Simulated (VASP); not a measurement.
Output of a VASP run:

OUTCAR:
```
 ion  position               nearest neighbor table
   1  0.000  0.000  0.000-
  LATTYP: Found a body centered tetragonal cell.
 ALAT       =     3.2500000000
 C/A-ratio  =     1.5230769231
 Subroutine PRICEL returns:
 Original cell was already a primitive cell.
 Subroutine GETGRP returns: Found 16 space group operations
The static configuration has the point symmetry D_4h.
The dynamic configuration has the point symmetry D_4h.
 Subroutine INISYM returns: Found 16 space group operations
 Subroutine IBZKPT returns following result:
 Found    244 irreducible k-points:

 Following reciprocal coordinates:
            Coordinates               Weight
  0.000000  0.000000  0.000000      1.000000
  0.071429  0.000000  0.000000      8.000000
  0.142857  0.000000  0.000000      8.000000
  0.214286 -0.000000  0.000000      8.000000
  0.285714  0.000000 -0.000000      8.000000
  0.357143  0.000000  0.000000      8.000000
  0.428571 -0.000000  0.000000      8.000000
  0.500000  0.000000 -0.000000      4.000000
  0.071429  0.071429 -0.000000      8.000000
  0.142857  0.071429 -0.000000     16.000000
  0.214286  0.071429  0.000000     16.000000
  0.285714  0.071429  0.000000     16.000000
  0.357143  0.071429  0.000000     16.000000
  0.428571  0.071429  0.000000     16.000000
  0.500000  0.071429 -0.000000     16.000000
 -0.428571  0.071429 -0.000000     16.000000
 -0.357143  0.071429  0.000000     16.000000
 -0.285714  0.071429  0.000000     16.000000
 -0.214286  0.071429  0.000000     16.000000
 -0.142857  0.071429  0.000000     16.000000
 -0.071429  0.071429  0.000000      4.000000
  0.142857  0.142857 -0.000000      8.000000
  0.214286  0.142857 -0.000000     16.000000
  0.285714  0.142857 -0.000000     16.000000
  0.357143  0.142857 -0.000000     16.000000
  0.428571  0.142857 -0.000000     16.000000
  0.500000  0.142857  0.000000     16.000000
 -0.428571  0.142857 -0.000000     16.000000
 -0.357143  0.142857  0.000000     16.000000
 -0.285714  0.142857  0.000000     16.000000
 -0.214286  0.142857 -0.000000     16.000000
 -0.142857  0.142857  0.000000      4.000000
  0.214286  0.214286 -0.000000      8.000000
  0.285714  0.214286  0.000000     16.000000
  0.357143  0.214286  0.000000     16.000000
  0.428571  0.214286  0.000000     16.000000
  0.500000  0.214286  0.000000     16.000000
 -0.428571  0.214286 -0.000000     16.000000
 -0.357143  0.214286  0.000000     16.000000
 -0.285714  0.214286  0.000000     16.000000
   k-points           NKPTS =    244   k-points in BZ     NKDIM =    244   number of bands    NBANDS=     10
   number of dos      NEDOS =    301   number of ions     NIONS =      1
   total plane-waves  NPLWV =  21952
   dimension x,y,z NGX =    28 NGY =   28 NGZ =   28
   dimension x,y,z NGXF=    56 NGYF=   56 NGZF=   56
   ions per type =               1
   PREC   = accura    normal or accurate (medium, high low for compatibility)
   ISTART =      0    job   : 0-new  1-cont  2-samecut
   ICHARG =      2    charge: 1-file 2-atom 10-const
   ISPIN  =      1    spin polarized calculation?
   LNONCOLLINEAR =      F non collinear calculations
   LSORBIT =      F    spin-orbit coupling
   INIWAV =      1    electr: 0-lowe 1-rand  2-diag
   ENCUT  =  520.0 eV  38.22 Ry    6.18 a.u.   6.28  6.28  6.28*2*pi/ulx,y,z
   NELM   =    100;   NELMIN=  2; NELMDL= -5     # of ELM steps
   EDIFF  = 0.1E-05   stopping-criterion for ELM
   LREAL  =      F    real-space projection
   NLSPLINE    = F    spline interpolate recip. space projectors
   LMAXMIX     =    4 max onsite mixed and CHGCAR
   VOSKOWN=      0    Vosko Wilk Nusair interpolation
   EDIFFG = -.1E-01   stopping-criterion for IOM
   NSW    =     60    number of steps for IOM
   NBLOCK =      1;   KBLOCK =     60    inner block; outer block
   IBRION =      2    ionic relax: 0-MD 1-quasi-New 2-CG
...
```

**OSZICAR**
```
...
DAV:   1    -0.333472090728E+02   -0.39012E-01   -0.13630E+00  5636   0.177E+01    0.114E+00
DAV:   2    -0.333128496430E+02    0.34359E-01   -0.67669E-02  6048   0.494E+00    0.642E-01
DAV:   3    -0.333077044245E+02    0.51452E-02   -0.26412E-02  5362   0.344E+00    0.185E-01
DAV:   4    -0.333087552501E+02   -0.10508E-02   -0.56678E-03  5006   0.982E-01    0.140E-01
DAV:   5    -0.333088502632E+02   -0.95013E-04   -0.24008E-03  5156   0.749E-01    0.853E-02
DAV:   6    -0.333090557056E+02   -0.20544E-03   -0.10387E-03  4984   0.482E-01    0.354E-02
DAV:   7    -0.333091372481E+02   -0.81543E-04   -0.17346E-04  4940   0.184E-01    0.266E-02
DAV:   8    -0.333091470303E+02   -0.97821E-05   -0.12417E-05  6028   0.306E-02    0.144E-02
DAV:   9    -0.333091397396E+02    0.72907E-05   -0.21743E-05  4934   0.574E-02    0.983E-03
DAV:  10    -0.333091518908E+02   -0.12151E-04   -0.93233E-06  4924   0.477E-02    0.399E-03
DAV:  11    -0.333091508404E+02    0.10503E-05   -0.39679E-07  2724   0.837E-03    0.747E-04
DAV:  12    -0.333091508877E+02   -0.47296E-07   -0.15298E-07  2538   0.634E-03
   3 F= -.33309151E+02 E0= -.33309188E+02  d E =-.232694E-02
       N       E                     dE             d eps       ncg     rms          rms(c)
DAV:   1    -0.333098796975E+02   -0.72886E-03   -0.25161E-02  5650   0.250E+00    0.153E-01
DAV:   2    -0.333092944769E+02    0.58522E-03   -0.12444E-03  6466   0.697E-01    0.862E-02
DAV:   3    -0.333091956724E+02    0.98805E-04   -0.47485E-04  5272   0.485E-01    0.242E-02
DAV:   4    -0.333091972983E+02   -0.16259E-05   -0.11205E-04  5022   0.133E-01    0.184E-02
DAV:   5    -0.333091911540E+02    0.61442E-05   -0.43978E-05  5166   0.103E-01    0.112E-02
DAV:   6    -0.333091888572E+02    0.22968E-05   -0.19094E-05  5002   0.686E-02    0.482E-03
DAV:   7    -0.333091920410E+02   -0.31838E-05   -0.30347E-06  4940   0.249E-02    0.380E-03
DAV:   8    -0.333091915976E+02    0.44334E-06   -0.13685E-07  2564   0.399E-03
   4 F= -.33309192E+02 E0= -.33309246E+02  d E =-.236765E-02
       N       E                     dE             d eps       ncg     rms          rms(c)
DAV:   1    -0.333234647466E+02   -0.14273E-01   -0.41844E-01  5682   0.142E+01    0.725E-01
DAV:   2    -0.333101943520E+02    0.13270E-01   -0.31609E-02  6266   0.394E+00    0.292E-01
DAV:   3    -0.333090876507E+02    0.11067E-02   -0.69187E-03  5212   0.183E+00    0.834E-02
DAV:   4    -0.333093034933E+02   -0.21584E-03   -0.21648E-03  4884   0.620E-01    0.728E-02
DAV:   5    -0.333095037629E+02   -0.20027E-03   -0.76698E-04  5012   0.435E-01    0.330E-02
DAV:   6    -0.333094792699E+02    0.24493E-04   -0.29191E-04  5158   0.251E-01    0.205E-02
DAV:   7    -0.333095264462E+02   -0.47176E-04   -0.37101E-05  4980   0.851E-02    0.168E-02
DAV:   8    -0.333095150201E+02    0.11426E-04   -0.74722E-06  6300   0.279E-02    0.125E-02
DAV:   9    -0.333095244721E+02   -0.94520E-05   -0.10684E-05  4908   0.390E-02    0.475E-03
DAV:  10    -0.333095160029E+02    0.84691E-05   -0.29653E-06  4906   0.290E-02    0.412E-03
DAV:  11    -0.333095211154E+02   -0.51125E-05   -0.58405E-07  3714   0.119E-02    0.784E-04
DAV:  12    -0.333095192687E+02    0.18467E-05   -0.13777E-07  2510   0.525E-03    0.549E-04
DAV:  13    -0.333095211510E+02   -0.18823E-05   -0.48652E-08  2466   0.405E-03    0.409E-04
DAV:  14    -0.333095200179E+02    0.11331E-05   -0.19468E-08  2464   0.257E-03    0.322E-04
DAV:  15    -0.333095204700E+02   -0.45214E-06   -0.94363E-09  2464   0.167E-03
   5 F= -.33309520E+02 E0= -.33309531E+02  d E =-.328872E-03
```

File OUTCAR:
```
------------------------ aborting loop because EDIFF is reached ----------------------------------------
  FORCE on cell =-STRESS in cart. coord.  units (eV):
  Direction    XX          YY          ZZ          XY          YZ          ZX
  --------------------------------------------------------------------------------------
  Total       -0.0025535     -0.0025535      0.0064137      0.0000000     -0.0000000      0.0000000
  in kB       -0.1571328     -0.1571328      0.3946746      0.0000000     -0.0000000      0.0000000
  external PRESSURE =       0.0268030 kB  Pullay stress =       0.0000000 kB
  volume of cell :       26.04
      direct lattice vectors                 reciprocal lattice vectors
    -1.603338720  1.603338720  2.532029346     0.000000000  0.311849264  0.197470065
     1.603338720 -1.603338720  2.532029346     0.311849264  0.000000000  0.197470065
     1.603338720  1.603338720 -2.532029346     0.311849264  0.311849264  0.000000000
 POSITION                                       TOTAL-FORCE (eV/Angst)
 -----------------------------------------------------------------------------------
      0.00000     -0.00000      0.00000         0.000000      0.000000      0.000000
 -----------------------------------------------------------------------------------
    total drift:                               -0.000000     -0.000000     -0.000000
  FREE ENERGIE OF THE ION-ELECTRON SYSTEM (eV)
  ---------------------------------------------------
  free  energy   TOTEN  =       -33.3095204700 eV

  energy  without entropy=      -33.3095528763  energy(sigma->0) =      -33.30953127

 reached required accuracy - stopping structural energy minimisation
```
(Selected blocks of OUTCAR.)

File POSCAR:
```
In
1
   -1.6250000000     1.6250000000     2.4750000000
    1.6250000000    -1.6250000000     2.4750000000
    1.6250000000     1.6250000000    -2.4750000000
In
1
Direct
  0.0000000000   0.0000000000   0.0000000000
```

Reconstruct the remaining input files.

This is not unique; one that fits is the input of the run itself, SCAN meta-GGA, plane waves, VASP's PBE PAW potentials (set 64).

INCAR:
```
! general
SYSTEM   =  In
PREC     =  Accurate
ENCUT    =  520
LREAL    =  .FALSE.
LASPH    =  .TRUE.

! electronic loop
EDIFF    =  1E-6
NELM     =  100
ALGO     =  Normal
LMAXMIX  =  4
LMIXTAU  =  .TRUE.

! smearing
ISMEAR   =  1
SIGMA    =  0.1

! functional
METAGGA  =  SCAN

! ions
IBRION   =  2
NSW      =  60
ISIF     =  3
EDIFFG   =  -0.01

! output
LWAVE    =  .FALSE.
LCHARG   =  .FALSE.
```

### KPOINTS
```
K-points
0
G
 14 14 14
```

POTCAR, in this order: In_d (PBE.64 set). Program: vasp_std.

The compound is In in the bct structure. This run relaxes it. Symmetry was kept, so distortions that lower it aren't found.
